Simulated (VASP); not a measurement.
Input:

```
C
1.0
    0.00000     1.79594     1.79594
    1.79594     0.00000     1.79594
    1.79594     1.79594     0.00000
C
2
Direct
  0.00000   0.00000   0.00000
  0.25000   0.25000   0.25000
```

Computed with PBEsol GGA, VASP's PBE PAW potentials (set 64) (plane waves; VASP 6.6.1). Run with 520 eV cut-off, 13×13×13 Γ-centred mesh, Gaussian smearing of 0.050 eV, potentials C.

Q: What does the run give for the energy per atom (σ→0), pressure?

A: 
The energy per atom (σ→0) is -9.618 eV/atom and the pressure comes out as -12.61 GPa.

The compound is C in the diamond structure. This cell is one point of a volume scan, at 1.03 of the reference volume.
